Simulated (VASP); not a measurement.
# C2BF2H in VASP: reference runs

Aim: a first look at C2BF2H with PBE, on the cell as given.

Program: VASP 6.6.1. These are calculated values, not measurements. Logs are shortened: lines on timing, memory, paths and dates and some standing lists are left out, and cuts for length are marked.

### Step 1. Starting point

The cell holds a molecule in a box, 6 atoms: a = 13.000 Å, b = 11.000 Å, c = 13.000 Å, α = 90.00°, β = 90.00°, γ = 90.00°.

### Step 2. Single point, PBE

File INCAR:

```
ALGO = Normal ; EDIFF = 1E-7
ENCUT = 520 ; GGA = PE
ISIF = 2 ; ISMEAR = 0
LASPH = T ; LCHARG = F
LREAL = F ; LWAVE = F
NBANDS = 22 ; NELM = 100
PREC = Accurate ; SIGMA = 0.01
```

File KPOINTS:

```
k-points
0
Gamma
  1 1 1
```

File POSCAR:

```
BHC2F2
1.0
   13.0000000000      0.0000000000      0.0000000000
    0.0000000000     11.0000000000      0.0000000000
    0.0000000000      0.0000000000     13.0000000000
C B F H
2 1 2 1
Direct
    0.4188423100      0.5621409100      0.5866730800
    0.4700038500      0.5308136400      0.5142346200
    0.5346653800      0.4912318200      0.4226884600
    0.4986346200      0.4139318200      0.3543653800
    0.6284884600      0.5331318200      0.4091730800
    0.3735115400      0.5898863600      0.6508653800
```

Potentials or basis: VASP PAW PBE potentials, release 64 (C, B, F, H).

Run with:

```sh
> cat potpaw_PBE.64/C/POTCAR potpaw_PBE.64/B/POTCAR potpaw_PBE.64/F/POTCAR potpaw_PBE.64/H/POTCAR > POTCAR
> mpirun -np 1 vasp_gam > vasp.out
```

OUTCAR:

```text
EDIFF = 1E-7
   ENCUT = 520
   GGA = PE
   ISIF = 2
   ISMEAR = 0
   LASPH = T
   LREAL = F
   NELM = 100
   PREC = Accurate

 ion  position               nearest neighbor table
   1  0.419  0.562  0.587-   6 1.07   2 1.20
   2  0.470  0.531  0.514-   1 1.20   3 1.52
   3  0.535  0.491  0.423-   5 1.32   4 1.32   2 1.52
   4  0.499  0.414  0.354-   3 1.32
   5  0.628  0.533  0.409-   3 1.32
   6  0.374  0.590  0.651-   1 1.07

  LATTYP: Found a simple tetragonal cell.
 ALAT       =    13.0000000000
 C/A-ratio  =     0.8461538462

  Lattice vectors:

 A1 = ( -13.0000000000,   0.0000000000,   0.0000000000)
 A2 = (   0.0000000000,   0.0000000000,  13.0000000000)
 A3 = (   0.0000000000,  11.0000000000,   0.0000000000)

Analysis of symmetry for initial positions (statically):
=====================================================================
 Subroutine PRICEL returns:
 Original cell was already a primitive cell.

 Routine SETGRP: Setting up the symmetry group for a
 simple tetragonal supercell.

 Subroutine GETGRP returns: Found  1 space group operations
 (whereof  1 operations were pure point group operations)
 out of a pool of 16 trial point group operations.

The static configuration has the point symmetry C_1 .

Analysis of symmetry for dynamics (positions and initial velocities):
=====================================================================
 Subroutine PRICEL returns:
 Original cell was already a primitive cell.

 Routine SETGRP: Setting up the symmetry group for a
 simple tetragonal supercell.

 Subroutine GETGRP returns: Found  1 space group operations
 (whereof  1 operations were pure point group operations)
 out of a pool of 16 trial point group operations.

The dynamic configuration has the point symmetry C_1 .

 Subroutine INISYM returns: Found  1 space group operations
 (whereof  1 operations are pure point group operations),
 and found     1 'primitive' translations

----------------------------------------------------------------------------------------

                                     Primitive cell

  volume of cell :    1859.0000

  direct lattice vectors                    reciprocal lattice vectors
    13.000000000  0.000000000  0.000000000     0.076923077  0.000000000  0.000000000
     0.000000000 11.000000000  0.000000000     0.000000000  0.090909091  0.000000000
     0.000000000  0.000000000 13.000000000     0.000000000  0.000000000  0.076923077

  length of vectors
    13.000000000 11.000000000 13.000000000     0.076923077  0.090909091  0.076923077

  position of ions in fractional coordinates (direct lattice)
     0.418842310  0.562140910  0.586673080
     0.470003850  0.530813640  0.514234620
     0.534665380  0.491231820  0.422688460
     0.498634620  0.413931820  0.354365380
     0.628488460  0.533131820  0.409173080
     0.373511540  0.589886360  0.650865380

  ion indices of the primitive-cell ions
   primitive index   ion index
                 1           1
                 2           2
                 3           3
                 4           4
                 5           5
                 6           6

----------------------------------------------------------------------------------------

 KPOINTS: k-points

Automatic generation of k-mesh.
 Grid dimensions read from file:
 generate k-points for:    1    1    1

 Generating k-lattice:

  Cartesian coordinates                     Fractional coordinates (reciprocal lattice)
     0.076923077  0.000000000  0.000000000     1.000000000  0.000000000  0.000000000
     0.000000000  0.090909091  0.000000000     0.000000000  1.000000000  0.000000000
     0.000000000  0.000000000  0.076923077     0.000000000  0.000000000  1.000000000

  Length of vectors
     0.076923077  0.090909091  0.076923077

  Shift w.r.t. Gamma in fractional coordinates (k-lattice)
     0.000000000  0.000000000  0.000000000

 Subroutine IBZKPT returns following result:
 ===========================================

 Found      1 irreducible k-points:

 Following reciprocal coordinates:
            Coordinates               Weight
  0.000000  0.000000  0.000000      1.000000
   k-points           NKPTS =      1   k-points in BZ     NKDIM =      1   number of bands    NBANDS=     22
   number of dos      NEDOS =    301   number of ions     NIONS =      6
   total plane-waves  NPLWV = 806736
   dimension x,y,z NGX =    98 NGY =   84 NGZ =   98
   dimension x,y,z NGXF=   196 NGYF=  168 NGZF=  196
   ions per type =               2   1   2   1
   NGX,Y,Z   is equivalent  to a cutoff of  12.53, 12.70, 12.53 a.u.
   NGXF,Y,Z  is equivalent  to a cutoff of  25.06, 25.39, 25.06 a.u.
 SYSTEM =  unknown system
   PREC   = accura    normal or accurate (medium, high low for compatibility)
   ISTART =      0    job   : 0-new  1-cont  2-samecut
   ICHARG =      2    charge: 1-file 2-atom 10-const
   ISPIN  =      1    spin polarized calculation?
   LNONCOLLINEAR =      F non collinear calculations
   LSORBIT =      F    spin-orbit coupling
   LASPH  =      T    aspherical Exc in radial PAW
   ENCUT  =  520.0 eV  38.22 Ry    6.18 a.u.  24.17 20.45 24.17*2*pi/ulx,y,z
   NELM   =    100;   NELMIN=  2; NELMDL= -5     # of ELM steps
   EDIFF  = 0.1E-06   stopping-criterion for ELM
   LREAL  =      F    real-space projection
   EDIFFG = 0.1E-05   stopping-criterion for IOM
   NSW    =      0    number of steps for IOM
   IBRION =     -1    ionic relax: 0-MD 1-quasi-New 2-CG
   NFREE  =      0    steps in history (QN), initial steepest desc. (CG)
   ISIF   =      2    stress and relaxation
   ISYM   =      2    0-nonsym 1-usesym 2-fastsym
   POTIM  = 0.5000    time-step for ionic-motion
   TEBEG  =    0.0;   TEEND  =   0.0 temperature during run
   PSTRESS=    0.0 pullay stress
   NELECT =      26.0000    total number of electrons
   NUPDOWN=      -1.0000    fix difference up-down
   EMIN   =  10.00;   EMAX   =-10.00  energy-range for DOS
   EFERMI =   0.00;   METHOD = LEGACY
   ISMEAR =     0;   SIGMA  =   0.01  broadening in eV -4-tet -1-fermi 0-gaus
   EFERMI_NEDOS =   21; number of points for ismear=-14 and -15
   IALGO  =     38    algorithm
   IMIX   =      4    mixing-type and parameters
     AMIX     =   0.40;   BMIX     =  1.00
     AMIX_MAG =   1.60;   BMIX_MAG =  1.00
  volume/ion in A,a.u.               =     309.83      2090.86
  Fermi-wavevector in a.u.,A,eV,Ry     =   0.394433  0.745370  2.116755  0.155577
  Thomas-Fermi vector in A             =   1.339184
   LORBIT       =      0    0 simple, 1 ext, 2 COOP (PROOUT), +10 PAW based schemes
   GGA     = PE    functional components
   LHFCALC =     F    Hartree Fock is set to
   AEXX    =    0.0000 exact exchange contribution
   IVDW    =     0    specifies the selected vdW correction
   LEPSILON=     F    determine dielectric tensor
   LRPA    =     F    only Hartree local field effects (RPA)
 non-spin polarized calculation
 Gauss-broadening in eV      SIGMA  =   0.01
  energy-cutoff  :      520.00
  volume of cell :     1859.00
 maximum number of plane-waves:     25047
 NGX is ok and might be reduce to    98
   NGX = 49   NGY = 41   NGZ = 49

 number of electron      26.0000008 magnetization

 Free energy of the ion-electron system (eV)
  ---------------------------------------------------
  ext. energy  EPLUGINS =         0.00000000
  ---------------------------------------------------
  free energy    TOTEN  =       -37.32670889 eV

  energy without entropy =      -37.32670889  energy(sigma->0) =      -37.32670889

 E-fermi :  -7.3404     XC(G=0):  -0.6541

 val. band max:       -7.4534106629   @ k =   0.0000   0.0000   0.0000
 cond. band min:      -2.3131999472   @ k =   0.0000   0.0000   0.0000
 fundamental gap:      5.1402107157
 Fermi energy:        -7.3404229401

 k-point     1 :       0.0000    0.0000    0.0000
  band No.  band energies     occupation
      1     -31.2159      2.00000
      2     -30.4510      2.00000
      3     -18.9972      2.00000
      4     -14.8162      2.00000
      5     -13.7458      2.00000
      6     -13.0086      2.00000
      7     -12.6608      2.00000
      8     -11.9709      2.00000
      9     -10.4750      2.00000
     10      -9.9859      2.00000
     11      -9.9341      2.00000
     12      -7.7038      2.00000
     13      -7.4534      2.00000
     14      -2.3132      0.00000
     15      -0.7546      0.00000
     16      -0.3571      0.00000
     17       0.2106      0.00000
     18       0.6776      0.00000
     19       0.6862      0.00000
     20       0.8527      0.00000
     21       0.8726      0.00000
     22       1.0810      0.00000

------------------------ aborting loop because EDIFF is reached ----------------------------------------

  FORCE on cell =-STRESS in cart. coord.  units (eV):
  Direction    XX          YY          ZZ          XY          YZ          ZX
  --------------------------------------------------------------------------------------
  -------------------------------------------------------------------------------------
  Total        1.5655417      0.6645730      1.4597610      0.3998565      0.8374820     -0.5807428
  in kB        1.3492606      0.5727616      1.2580936      0.3446160      0.7217830     -0.5005126
  external PRESSURE =       1.0600386 kB  Pullay stress =       0.0000000 kB

 VOLUME and BASIS-vectors are now :
 -----------------------------------------------------------------------------
  energy-cutoff  :      520.00
  volume of cell :     1859.00
      direct lattice vectors                 reciprocal lattice vectors
    13.000000000  0.000000000  0.000000000     0.076923077  0.000000000  0.000000000
     0.000000000 11.000000000  0.000000000     0.000000000  0.090909091  0.000000000
     0.000000000  0.000000000 13.000000000     0.000000000  0.000000000  0.076923077

 POSITION                                       TOTAL-FORCE (eV/Angst)
 -----------------------------------------------------------------------------------
      5.44495      6.18355      7.62675        -0.521611      0.270044      0.738896
      6.11005      5.83895      6.68505         0.585390     -0.302991     -0.828707
      6.95065      5.40355      5.49495        -0.462775      0.238180      0.653892
      6.48225      4.55325      4.60675        -0.334543     -0.584432     -0.604654
      8.17035      5.86445      5.31925         0.840216      0.323527     -0.109893
      4.85565      6.48875      8.46125        -0.106678      0.055673      0.150467
 -----------------------------------------------------------------------------------
    total drift:                               -0.000689     -0.000668      0.001838

  FREE ENERGIE OF THE ION-ELECTRON SYSTEM (eV)
  ---------------------------------------------------
  free  energy   TOTEN  =       -37.3267088869 eV

  energy  without entropy=      -37.3267088869  energy(sigma->0) =      -37.32670889
```

Run time: 1.9 min. Hardware: 1 thread of Intel Xeon 6975P-C (Granite Rapids), shared host; peak memory 1.4 GiB.

What came out:

| Item | Value |
| --- | --- |
| Free energy | -37.3267 eV |
| Largest force | 1.059 eV/Å |
| Gap between the frontier levels | 5.14 eV |

Forces in eV/Å, atoms in the order of the input:
```
C   -0.522  0.270  0.739
C    0.585 -0.303 -0.829
B   -0.463  0.238  0.654
F   -0.335 -0.584 -0.605
F    0.840  0.324 -0.110
H   -0.107  0.056  0.150
```

Levels at points of the mesh, in eV from the valence-band top:
| k point | band 9 | band 10 | band 11 | band 12 | band 13 | band 14 | band 15 | band 16 | band 17 | band 18 |
| --- | --- | --- | --- | --- | --- | --- | --- | --- | --- | --- |
| (0.00, 0.00, 0.00) | -3.02 | -2.53 | -2.48 | -0.25 | 0.00 | 5.14 | 6.70 | 7.10 | 7.66 | 8.13 |

Caveat: the standard files for N, O and F lose accuracy on very short bonds.
